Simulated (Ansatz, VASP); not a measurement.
**Cross-check of CsSrF3 between VASP and Ansatz**

Wanted: the spread between two codes on one cell, functional and k mesh. The cell is taken from a series of runs on this material, whose earlier steps may have relaxed, scaled, displaced or heated it; both programs get it as it stands.

Calculated with Ansatz 0.2.0; plane waves, with VASP 6.6.1 beside it; dielectric response at LDA.

### 1. The structure

The structure is cubic, space group Pm-3m (No. 221). The conventional cell has a = 4.763 Å, b = 4.763 Å, c = 4.763 Å, α = 90.00°, β = 90.00°, γ = 90.00°. Nearest to Cs lie 12 F at 3.37 Å. Nearest to Sr lie 6 F at 2.38 Å. F has 2 Sr at 2.38 Å and 4 Cs at 3.37 Å nearest. Farther neighbours and most contacts between anions are not listed.

As a file:

```xyz
5
Lattice="4.7632 0.0000 0.0000 0.0000 4.7632 0.0000 0.0000 0.0000 4.7632" Properties=species:S:1:pos:R:3 pbc="T T T"
Cs    0.0000    0.0000    0.0000
Sr    2.3816    2.3816    2.3816
F     0.0000    2.3816    2.3816
F     2.3816    0.0000    2.3816
F     2.3816    2.3816    0.0000
```

### 2. VASP: dielectric response, LDA

The response to a field tests empty states and converges slowly with the mesh.

Lines of VASP's logs that name or quote its potential files are left out, and so is its time.

File INCAR:

```
SYSTEM = CsSrF3
PREC = Accurate
ENCUT = 520
EDIFF = 1E-08
NELM = 120
ISMEAR = 0
SIGMA = 0.01
LREAL = .FALSE.
ALGO = Normal
GGA = CA
NBANDS = 26
LORBIT = 11
LWAVE = .FALSE.
LCHARG = .FALSE.
ISIF = 2
LEPSILON = .TRUE.
LASPH = .TRUE.
GGA_COMPAT = .FALSE.
KPAR = 2
```

File POSCAR:

```
CsSrF3
1.0
    4.7632470100      0.0000000000      0.0000000000
    0.0000000000      4.7632470100      0.0000000000
    0.0000000000      0.0000000000      4.7632470100
Cs Sr F
1 1 3
Direct
    0.0000000000      0.0000000000      0.0000000000
    0.5000000000      0.5000000000      0.5000000000
    0.0000000000      0.5000000000      0.5000000000
    0.5000000000      0.0000000000      0.5000000000
    0.5000000000      0.5000000000      0.0000000000
```

File KPOINTS:

```
Automatic mesh
0
Gamma
4 4 4
0 0 0
```

Potentials, in the order of the species: Cs_sv, Sr_sv and F (LDA family, release 64).

Launch:

```bash
$ mpirun -np 2 vasp_std
```

Numbers of over 12 decimals in the logs are rounded to 6 here.

The program printed:

```text
[banner, memory and clock lines left out]
running    2 mpi-ranks, on    1 nodes
 distrk:  each k-point on    1 cores,    2 groups
 distr:  one band on    1 cores,    1 groups

 POSCAR found type information on POSCAR CsSrF
 POSCAR found :  3 types and       5 ions
 LDA part: xc-table for (Slater(with rela. corr.)+CA(PZ))
 , standard interpolation
 POSCAR, INCAR and KPOINTS ok, starting setup
 FFT: planning ... GRIDC
 FFT: planning ... GRID_SOFT
 FFT: planning ... GRID
 WAVECAR not read
 entering main loop
       N       E                     dE             d eps       ncg     rms          rms(c)
DAV:   1     0.280527740880E+03    0.28053E+03   -0.21617E+04   520   0.144E+03
DAV:   2    -0.122900899028E+02   -0.29282E+03   -0.28536E+03   670   0.316E+02
DAV:   3    -0.297348320950E+02   -0.17445E+02   -0.17395E+02   672   0.812E+01
DAV:   4    -0.304127751818E+02   -0.67794E+00   -0.67696E+00   880   0.101E+01
DAV:   5    -0.304162167181E+02   -0.34415E-02   -0.34414E-02   664   0.670E-01    0.211E+01
DAV:   6    -0.273500191754E+02    0.30662E+01   -0.12771E+01   536   0.265E+01    0.185E+01
DAV:   7    -0.272521625031E+02    0.97857E-01   -0.14597E+00   668   0.655E+00    0.896E+00
DAV:   8    -0.271409294016E+02    0.11123E+00   -0.18214E-01   628   0.327E+00    0.145E+00
DAV:   9    -0.271254772263E+02    0.15452E-01   -0.64973E-02   648   0.133E+00    0.446E-01
DAV:  10    -0.271245553500E+02    0.92188E-03   -0.10193E-02   656   0.627E-01    0.273E-01
DAV:  11    -0.271244628910E+02    0.92459E-04   -0.51069E-04   740   0.144E-01    0.398E-02
DAV:  12    -0.271244534602E+02    0.94308E-05   -0.10795E-04   678   0.567E-02    0.116E-02
DAV:  13    -0.271244530602E+02    0.40002E-06   -0.19713E-05   738   0.252E-02    0.436E-03
DAV:  14    -0.271244529096E+02    0.15053E-06   -0.14272E-06   656   0.707E-03    0.239E-03
DAV:  15    -0.271244529438E+02   -0.34119E-07   -0.62742E-08   614   0.162E-03    0.548E-04
DAV:  16    -0.271244529435E+02    0.22374E-09   -0.42954E-09   378   0.471E-04
   1 F= -.27124453E+02 E0= -.27124453E+02  d E =-.496749E-19
 Linear response reoptimize wavefunctions to high precision
DAV:   1    -0.271244529438E+02   -0.26012E-09   -0.85267E-10   368   0.154E-04
DAV:   2    -0.271244529440E+02   -0.18917E-09   -0.24070E-10   290   0.713E-05
DAV:   3    -0.271244529440E+02    0.90949E-12   -0.12613E-10   286   0.364E-05
 Linear response G [H, r] |phi>, progress :
  Direction:   1
       N       E                     dE             d eps       ncg     rms
RMM:   1    -0.135431249941E+03   -0.13543E+03    0.70754E+02   968   0.111E+02
RMM:   2    -0.138842915616E+03   -0.34117E+01   -0.15472E+01   926   0.174E+01
RMM:   3    -0.139123903447E+03   -0.28099E+00   -0.18803E+00  1016   0.387E+00
RMM:   4    -0.139173535618E+03   -0.49632E-01   -0.37912E-01  1087   0.120E+00
RMM:   5    -0.139183431313E+03   -0.98957E-02   -0.11682E-01  1097   0.504E-01
RMM:   6    -0.139186654095E+03   -0.32228E-02   -0.27858E-02  1110   0.222E-01
RMM:   7    -0.139187020589E+03   -0.36649E-03    0.24545E-02  1059   0.980E-02
RMM:   8    -0.139187139655E+03   -0.11907E-03    0.31290E-02  1060   0.521E-02
RMM:   9    -0.139187161646E+03   -0.21991E-04    0.22604E-02  1028   0.273E-02
RMM:  10    -0.139187177558E+03   -0.15912E-04    0.12795E-02   974   0.162E-02
RMM:  11    -0.139187176070E+03    0.14876E-05    0.65952E-03   931   0.101E-02
RMM:  12    -0.139187184564E+03   -0.84939E-05    0.50335E-03   905   0.662E-03
RMM:  13    -0.139187179845E+03    0.47192E-05    0.32231E-03   878   0.456E-03
RMM:  14    -0.139187185517E+03   -0.56719E-05    0.29200E-03   827   0.334E-03
RMM:  15    -0.139187181332E+03    0.41842E-05    0.19719E-03   794   0.261E-03
RMM:  16    -0.139187185569E+03   -0.42366E-05    0.19622E-03   768   0.213E-03
RMM:  17    -0.139187182032E+03    0.35373E-05    0.13278E-03   754   0.185E-03
RMM:  18    -0.139187186408E+03   -0.43762E-05    0.14422E-03   751   0.165E-03
RMM:  19    -0.139187182558E+03    0.38496E-05    0.10200E-03   742   0.152E-03
RMM:  20    -0.139187186845E+03   -0.42867E-05    0.11430E-03   728   0.143E-03
RMM:  21    -0.139187183593E+03    0.32519E-05    0.75508E-04   721   0.138E-03
RMM:  22    -0.139187187270E+03   -0.36772E-05    0.90763E-04   712   0.134E-03
RMM:  23    -0.139187184636E+03    0.26348E-05    0.61906E-04   713   0.132E-03
 Linear response G [H, r] |phi>, progress :
  Direction:   2
       N       E                     dE             d eps       ncg     rms
RMM:   1    -0.143220057928E+03   -0.14322E+03    0.65742E+02   976   0.112E+02
RMM:   2    -0.146920251818E+03   -0.37002E+01   -0.18953E+01   931   0.185E+01
RMM:   3    -0.147306136453E+03   -0.38588E+00   -0.23744E+00  1032   0.419E+00
RMM:   4    -0.147378300499E+03   -0.72164E-01   -0.36092E-01  1106   0.129E+00
RMM:   5    -0.147390426365E+03   -0.12126E-01   -0.93309E-02  1113   0.521E-01
RMM:   6    -0.147392650543E+03   -0.22242E-02   -0.32891E-02  1130   0.244E-01
[...]
RMM:  18    -0.154048378375E+03   -0.98211E-06   -0.16460E-04   682   0.263E-03
RMM:  19    -0.154048377863E+03    0.51276E-06   -0.11974E-04   666   0.212E-03
RMM:  20    -0.154048378444E+03   -0.58131E-06   -0.22926E-04   665   0.175E-03
RMM:  21    -0.154048378186E+03    0.25786E-06   -0.16216E-04   663   0.148E-03
[...]
Linear response to external field (no local field effect), progress :
  Direction:   3
       N       E                     dE             d eps       ncg     rms          rms(c)
RMM:   1    -0.489905484970E+00   -0.48991E+00   -0.11005E+00   979   0.318E+00
RMM:   2    -0.499108933964E+00   -0.92034E-02   -0.53451E-02   921   0.645E-01
RMM:   3    -0.501390793486E+00   -0.22819E-02   -0.68501E-03   998   0.164E-01
RMM:   4    -0.501881260174E+00   -0.49047E-03   -0.83155E-04  1066   0.571E-02
RMM:   5    -0.501932630654E+00   -0.51370E-04   -0.20406E-04   965   0.219E-02
RMM:   6    -0.501944436519E+00   -0.11806E-04   -0.23873E-05   884   0.883E-03
RMM:   7    -0.501946107294E+00   -0.16708E-05    0.11717E-05   799   0.370E-03
RMM:   8    -0.501946417863E+00   -0.31057E-06    0.44956E-06   758   0.155E-03
RMM:   9    -0.501946462596E+00   -0.44733E-07    0.78687E-06   757   0.686E-04
RMM:  10    -0.501946472085E+00   -0.94898E-08    0.55425E-07   733   0.266E-04
RMM:  11    -0.501946473614E+00   -0.15288E-08    0.78020E-07   700   0.132E-04
RMM:  12    -0.501946473530E+00    0.84317E-10    0.10877E-07   626   0.763E-05
RMM:  13    -0.501946473468E+00    0.62151E-10    0.50152E-08   565   0.589E-05
 change of polarisation eV/A/(eV/A) component  3 :    -0.014    -0.035     1.004
 dielectric tensor                  component  3 :    -0.024    -0.059     2.681
 Linear response to external field, progress :
  Direction:   1
       N       E                     dE             d eps       ncg     rms          rms(c)
RMM:   1    -0.429405081206E+00   -0.42941E+00   -0.90830E-01  1787   0.300E+00
RMM:   2    -0.433868175696E+00   -0.44631E-02   -0.37247E-02  1655   0.609E-01    0.111E+00
RMM:   3    -0.397352331852E+00    0.36516E-01   -0.54103E-02  1487   0.971E-01    0.617E-01
RMM:   4    -0.403330188307E+00   -0.59779E-02   -0.36149E-02  1534   0.802E-01    0.257E-01
RMM:   5    -0.410513794461E+00   -0.71836E-02   -0.28277E-03  1709   0.249E-01    0.323E-02
RMM:   6    -0.411401472835E+00   -0.88768E-03   -0.45096E-04  1889   0.641E-02    0.252E-02
RMM:   7    -0.411984628134E+00   -0.58316E-03   -0.41903E-05  1776   0.275E-02    0.847E-03
RMM:   8    -0.411903376112E+00    0.81252E-04   -0.10675E-05  1855   0.124E-02    0.206E-03
RMM:   9    -0.411924406166E+00   -0.21030E-04    0.40426E-06  1946   0.388E-03    0.736E-04
RMM:  10    -0.411922822005E+00    0.15842E-05   -0.37465E-06  1970   0.156E-03    0.247E-04
RMM:  11    -0.411922189023E+00    0.63298E-06    0.88149E-06  1800   0.650E-04    0.187E-04
RMM:  12    -0.411922632412E+00   -0.44339E-06   -0.29031E-07  1645   0.283E-04    0.792E-05
RMM:  13    -0.411922773173E+00   -0.14076E-06   -0.13780E-07  1429   0.139E-04    0.112E-05
RMM:  14    -0.411922765215E+00    0.79572E-08   -0.24759E-07  1123   0.768E-05    0.168E-05
RMM:  15    -0.411922830825E+00   -0.65609E-07    0.32815E-08   964   0.608E-05    0.855E-07
 change of polarisation eV/A/(eV/A) component  1 :     0.767    -0.029    -0.028
 dielectric tensor                  component  1 :     2.284    -0.049    -0.047
 Linear response to external field, progress :
  Direction:   2
       N       E                     dE             d eps       ncg     rms          rms(c)
RMM:   1    -0.429409619110E+00   -0.42941E+00   -0.90835E-01  1792   0.300E+00
RMM:   2    -0.433873397657E+00   -0.44638E-02   -0.37218E-02  1657   0.609E-01    0.111E+00
RMM:   3    -0.397353145369E+00    0.36520E-01   -0.54054E-02  1495   0.971E-01    0.617E-01
RMM:   4    -0.403332033079E+00   -0.59789E-02   -0.36146E-02  1540   0.802E-01    0.257E-01
RMM:   5    -0.410517737029E+00   -0.71857E-02   -0.28228E-03  1714   0.249E-01    0.323E-02
RMM:   6    -0.411401821108E+00   -0.88408E-03   -0.45029E-04  1895   0.641E-02    0.252E-02
RMM:   7    -0.411986559713E+00   -0.58474E-03   -0.41993E-05  1771   0.276E-02    0.853E-03
RMM:   8    -0.411903666848E+00    0.82893E-04   -0.10151E-05  1859   0.124E-02    0.204E-03
RMM:   9    -0.411924395220E+00   -0.20728E-04    0.59409E-06  1946   0.396E-03    0.770E-04
RMM:  10    -0.411923009241E+00    0.13860E-05   -0.20519E-06  1966   0.155E-03    0.241E-04
RMM:  11    -0.411922265968E+00    0.74327E-06   -0.75395E-06  1807   0.643E-04    0.179E-04
RMM:  12    -0.411922723665E+00   -0.45770E-06   -0.13206E-07  1674   0.286E-04    0.586E-05
RMM:  13    -0.411922767845E+00   -0.44180E-07   -0.64967E-07  1345   0.129E-04    0.191E-05
RMM:  14    -0.411922805585E+00   -0.37739E-07   -0.10094E-07  1152   0.757E-05    0.124E-05
RMM:  15    -0.411922863776E+00   -0.58191E-07   -0.61041E-08   979   0.599E-05    0.199E-06
 change of polarisation eV/A/(eV/A) component  2 :    -0.029     0.767    -0.028
 dielectric tensor                  component  2 :    -0.049     2.284    -0.047
 Linear response to external field, progress :
  Direction:   3
       N       E                     dE             d eps       ncg     rms          rms(c)
RMM:   1    -0.429372943428E+00   -0.42937E+00   -0.90798E-01  1779   0.299E+00
RMM:   2    -0.433862275921E+00   -0.44893E-02   -0.37011E-02  1641   0.599E-01    0.111E+00
RMM:   3    -0.397358970259E+00    0.36503E-01   -0.54177E-02  1483   0.971E-01    0.617E-01
RMM:   4    -0.403333310562E+00   -0.59743E-02   -0.36021E-02  1528   0.801E-01    0.257E-01
RMM:   5    -0.410528270278E+00   -0.71950E-02   -0.27919E-03  1696   0.248E-01    0.319E-02
RMM:   6    -0.411404457417E+00   -0.87619E-03   -0.44898E-04  1873   0.633E-02    0.247E-02
RMM:   7    -0.411991700235E+00   -0.58724E-03   -0.33179E-05  1770   0.272E-02    0.839E-03
RMM:   8    -0.411904096677E+00    0.87604E-04   -0.75731E-06  1851   0.123E-02    0.210E-03
RMM:   9    -0.411924304125E+00   -0.20207E-04    0.50494E-06  1938   0.391E-03    0.760E-04
RMM:  10    -0.411922640057E+00    0.16641E-05    0.14438E-06  1945   0.155E-03    0.261E-04
RMM:  11    -0.411922252609E+00    0.38745E-06   -0.76430E-06  1791   0.647E-04    0.183E-04
RMM:  12    -0.411922761657E+00   -0.50905E-06   -0.27121E-07  1643   0.289E-04    0.691E-05
RMM:  13    -0.411922822655E+00   -0.60998E-07    0.12113E-07  1379   0.136E-04    0.174E-05
RMM:  14    -0.411922848486E+00   -0.25831E-07   -0.29919E-09  1119   0.797E-05    0.173E-05
RMM:  15    -0.411922911095E+00   -0.62609E-07    0.33206E-08   967   0.618E-05    0.131E-06
 change of polarisation eV/A/(eV/A) component  3 :    -0.014    -0.043     0.767
 dielectric tensor                  component  3 :    -0.023    -0.072     2.284
 Born effective charges drift removed
```

Parts of OUTCAR (step 2):

```text
ion  position               nearest neighbor table
   1  0.000  0.000  0.000-   2 4.13   2 4.13   2 4.13   2 4.13   2 4.13   2 4.13   2 4.13   2 4.13

  LATTYP: Found a simple cubic cell.
 ALAT       =     4.7632470100

 Subroutine GETGRP returns: Found 48 space group operations
 (whereof 48 operations were pure point group operations)

The static configuration has the point symmetry O_h .

 Found     10 irreducible k-points:

   k-points           NKPTS =     10   k-points in BZ     NKDIM =     10   number of bands    NBANDS=     26

   dimension x,y,z NGX =    36 NGY =   36 NGZ =   36
   dimension x,y,z NGXF=    72 NGYF=   72 NGZF=   72

   ENCUT  =  520.0 eV  38.22 Ry    6.18 a.u.   8.86  8.86  8.86*2*pi/ulx,y,z

   NELECT =      40.0000    total number of electrons

 k-points in reciprocal lattice and weights: Automatic mesh
   0.00000000  0.00000000  0.00000000       0.016
   0.25000000  0.00000000  0.00000000       0.094
   0.50000000  0.00000000  0.00000000       0.047
   0.25000000  0.25000000  0.00000000       0.188
   0.50000000  0.25000000  0.00000000       0.188
   0.50000000  0.50000000  0.00000000       0.047
   0.25000000  0.25000000  0.25000000       0.125
   0.50000000  0.25000000  0.25000000       0.188
   0.50000000  0.50000000  0.25000000       0.094
   0.50000000  0.50000000  0.50000000       0.016

 average (electrostatic) potential at core
       1 -48.8171       2 -37.8007       3 -77.4484       4 -77.4484       5 -77.4484

  Total       -2.0232005     -2.0232005     -2.0232005      0.0000000      0.0000000     -0.0000000
  in kB      -29.9944017    -29.9944017    -29.9944017      0.0000000      0.0000000     -0.0000000
  external PRESSURE =     -29.9944017 kB  Pullay stress =       0.0000000 kB

  energy-cutoff  :      520.00
  volume of cell :      108.07
      direct lattice vectors                 reciprocal lattice vectors
     4.763247010  0.000000000  0.000000000     0.209940824  0.000000000  0.000000000
     0.000000000  4.763247010  0.000000000     0.000000000  0.209940824  0.000000000
     0.000000000  0.000000000  4.763247010     0.000000000  0.000000000  0.209940824

 POSITION                                       TOTAL-FORCE (eV/Angst)
 -----------------------------------------------------------------------------------
      0.00000      0.00000      0.00000         0.000000      0.000000      0.000000
      2.38162      2.38162      2.38162         0.000000      0.000000      0.000000
      0.00000      2.38162      2.38162         0.000000      0.000000      0.000000
      2.38162      0.00000      2.38162         0.000000      0.000000      0.000000
      2.38162      2.38162      0.00000         0.000000      0.000000      0.000000
 -----------------------------------------------------------------------------------
    total drift:                                0.000000      0.000000      0.000000

 MACROSCOPIC STATIC DIELECTRIC TENSOR (including local field effects in DFT)
 ------------------------------------------------------
           2.283965     0.000000     0.000000
           0.000000     2.283965    -0.000000
           0.000000     0.000000     2.283965
 ------------------------------------------------------

 PIEZOELECTRIC TENSOR (including local field effects)  for field in x, y, z        (C/m^2)
          XX          YY          ZZ          XY          YZ          ZX
  --------------------------------------------------------------------------------
  x     0.00000     0.00000     0.00000     0.00000     0.00000     0.00000
  y     0.00000     0.00000     0.00000     0.00000     0.00000     0.00000
  z     0.00000     0.00000     0.00000     0.00000     0.00000     0.00000

 BORN EFFECTIVE CHARGES (including local field effects) (in |e|, cummulative output)
 ---------------------------------------------------------------------------------
 ion    1
    1     1.28792     0.00000     0.00000
    2     0.00000     1.28792     0.00000
    3    -0.00000    -0.00000     1.28792
 ion    2
    1     2.43960     0.00000     0.00000
    2    -0.00000     2.43960    -0.00000
    3    -0.00000    -0.00000     2.43960
 ion    3
    1    -1.68317     0.00000    -0.00000
    2     0.00000    -1.02218     0.00000
    3     0.00000    -0.00000    -1.02218
 ion    4
    1    -1.02218    -0.00000     0.00000
    2    -0.00000    -1.68317    -0.00000
    3    -0.00000    -0.00000    -1.02218
 ion    5
    1    -1.02218     0.00000     0.00000
    2     0.00000    -1.02218    -0.00000
    3    -0.00000    -0.00000    -1.68317
```

(Part 1 of 2 ends here.)

[Lines on the potential files, build, host, timing and source positions are cut from VASP's logs without a mark.]

[Logs are printed without paths, hosts, clocks, repeated set-up lines and the standing remarks that a program may print on its own settings, such as how far it seeks lower states.]

[Hosts, paths, dates, database ids (printed as entryN), source tags and the programs' standing remarks are cut or masked in the printed files.]
